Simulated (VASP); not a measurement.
A convergence study with VASP on Ga (space group no. 64 when undisturbed): a few settings are varied, all else stays as given below, so the limit is that of these other settings. One atom is moved off its site, so that forces are finite.

```yaml
crystal:
  lattice:
    - [2.24870, -3.81085, 0.00000]
    - [2.24870, 3.81085, 0.00000]
    - [0.00000, 0.00000, 4.50735]
  atoms:
    - { symbol: Ga, position: [0.15490, 0.84510, 0.93009] }
    - { symbol: Ga, position: [0.34510, 0.65490, 0.41900] }
    - { symbol: Ga, position: [0.65490, 0.34510, 0.58100] }
    - { symbol: Ga, position: [0.84510, 0.15490, 0.08100] }
```

All values below come from PBEsol GGA, VASP's PBE PAW potentials (set 64) (plane waves; VASP). The last row used: 300 eV cut-off, 15×15×12 Γ-centred mesh, first-order Methfessel-Paxton smearing of 0.010 eV, potentials Ga_d.

```json
[
 {"setting": "SIGMA = 1.0", "E (eV/atom)": "-3.3469", "pressure (GPa)": "-1.02", "largest force (eV/Å)": "0.326", "irreducible k-points": "728"},
 {"setting": "SIGMA = 0.5", "E (eV/atom)": "?", "pressure (GPa)": "?", "largest force (eV/Å)": "?", "irreducible k-points": "728"},
 {"setting": "SIGMA = 0.3", "E (eV/atom)": "?", "pressure (GPa)": "-0.96", "largest force (eV/Å)": "0.311", "irreducible k-points": "728"},
 {"setting": "SIGMA = 0.2", "E (eV/atom)": "-3.3497", "pressure (GPa)": "-0.94", "largest force (eV/Å)": "0.311", "irreducible k-points": "728"},
 {"setting": "SIGMA = 0.1", "E (eV/atom)": "-3.3496", "pressure (GPa)": "-0.96", "largest force (eV/Å)": "0.309", "irreducible k-points": "728"},
 {"setting": "SIGMA = 0.02", "E (eV/atom)": "-3.3496", "pressure (GPa)": "-0.96", "largest force (eV/Å)": "0.307", "irreducible k-points": "728"},
 {"setting": "SIGMA = 0.01", "E (eV/atom)": "-3.3496", "pressure (GPa)": "-0.95", "largest force (eV/Å)": "0.307", "irreducible k-points": "728"}
]
```

Problem. Fill in the missing entries.

Solution. 
- SIGMA = 0.5, E (eV/atom): -3.3503
- SIGMA = 0.5, pressure (GPa): -0.99
- SIGMA = 0.5, largest force (eV/Å): 0.314
- SIGMA = 0.3, E (eV/atom): -3.3500

Left out are rungs that failed or repeat a setting and relaxations that didn't move; long series are thinned to 24 rows.

The structure is a typed Ga crystal (space group no. 64). The cell was not relaxed at this level, it is distorted from the ideal structure.
